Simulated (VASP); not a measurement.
OSZICAR of a VASP run on InSb (zinc blende):

### OSZICAR
```
       N       E                     dE             d eps       ncg     rms          rms(c)
DAV:   1     0.109619984514E+03    0.10962E+03   -0.79268E+03  1222   0.135E+03
DAV:   2    -0.226634466470E+00   -0.10985E+03   -0.10698E+03  1292   0.303E+02
DAV:   3    -0.763077167501E+01   -0.74041E+01   -0.73352E+01  1607   0.878E+01
DAV:   4    -0.783147355322E+01   -0.20070E+00   -0.20064E+00  1497   0.167E+01
DAV:   5    -0.784094314182E+01   -0.94696E-02   -0.94692E-02  1749   0.289E+00    0.394E+00
DAV:   6    -0.772227971687E+01    0.11866E+00   -0.20583E-01  1679   0.837E+00    0.224E+00
DAV:   7    -0.769995489442E+01    0.22325E-01   -0.74664E-02  1586   0.324E+00    0.618E-01
DAV:   8    -0.769917502694E+01    0.77987E-03   -0.78142E-03  1649   0.122E+00    0.267E-01
DAV:   9    -0.769954560472E+01   -0.37058E-03   -0.71280E-04  1357   0.279E-01    0.697E-02
DAV:  10    -0.769955252025E+01   -0.69155E-05   -0.34446E-05  1632   0.487E-02    0.346E-02
DAV:  11    -0.769957515100E+01   -0.22631E-04   -0.37004E-05  1322   0.540E-02    0.207E-02
DAV:  12    -0.769957561186E+01   -0.46086E-06   -0.82227E-07   994   0.864E-03
   1 F= -.55387354E+01 E0= -.55388234E+01  d E =-.553874E+01
       N       E                     dE             d eps       ncg     rms          rms(c)
DAV:   1    -0.120491336638E+02   -0.43496E+01   -0.94491E+01  1542   0.169E+02    0.158E+01
DAV:   2    -0.785211550741E+01    0.41970E+01   -0.12389E+01  1462   0.112E+02    0.395E+00
DAV:   3    -0.745646043959E+01    0.39566E+00   -0.11017E+00  1512   0.185E+01    0.291E+00
DAV:   4    -0.742480425490E+01    0.31656E-01   -0.96165E-02  1342   0.269E+00    0.156E+00
DAV:   5    -0.742351546245E+01    0.12888E-02   -0.72969E-03  1647   0.133E+00    0.607E-01
DAV:   6    -0.742352502362E+01   -0.95612E-05   -0.28099E-03  1853   0.727E-01    0.167E-01
DAV:   7    -0.742350747769E+01    0.17546E-04   -0.17823E-04  1481   0.161E-01    0.463E-02
DAV:   8    -0.742350849233E+01   -0.10146E-05   -0.13473E-05  1467   0.343E-02    0.566E-03
DAV:   9    -0.742350917621E+01   -0.68388E-06   -0.65685E-07   941   0.989E-03
   2 F= -.55813398E+01 E0= -.55813470E+01  d E =-.426043E-01
       N       E                     dE             d eps       ncg     rms          rms(c)
DAV:   1    -0.833524330227E+01   -0.91173E+00   -0.19653E+01  1522   0.102E+02    0.499E+00
DAV:   2    -0.773139987714E+01    0.60384E+00   -0.12495E+00  1482   0.256E+01    0.202E+00
DAV:   3    -0.761706647900E+01    0.11433E+00   -0.38215E-01  1622   0.132E+01    0.834E-01
DAV:   4    -0.761504429573E+01    0.20222E-02   -0.14231E-02  1375   0.137E+00    0.551E-01
DAV:   5    -0.761298669445E+01    0.20576E-02   -0.16565E-03  1511   0.346E-01    0.302E-01
DAV:   6    -0.761267161536E+01    0.31508E-03   -0.50895E-04  1441   0.274E-01    0.393E-02
DAV:   7    -0.761267592616E+01   -0.43108E-05   -0.59941E-05  1603   0.156E-01    0.274E-02
DAV:   8    -0.761267580947E+01    0.11668E-06   -0.16130E-05  1467   0.788E-02    0.162E-03
DAV:   9    -0.761267569235E+01    0.11713E-06   -0.46462E-07   626   0.646E-03
   3 F= -.56420213E+01 E0= -.56420340E+01  d E =-.103286E+00
```

**Question.** Which electronic solver shows in the log?

**Answer.** It is blocked Davidson (ALGO = Normal, or the opening steps of other solvers). The INCAR had ALGO = Normal.

**Question.** Can the final energy be trusted as converged?

**Answer.** The calculation finished and met its thresholds. It stopped with EDIFF = 1E-6, NELM = 100, NSW = 40 and EDIFFG = -0.02 after 3 ionic steps (PBEsol GGA, plane waves, VASP's PBE PAW potentials (set 64)). Energy and stress use the plane-wave basis of the starting cell.

The compound is InSb in the zinc blende structure. This run relaxes it under an external pressure of 5 GPa. Symmetry was kept, so distortions that lower it aren't found.
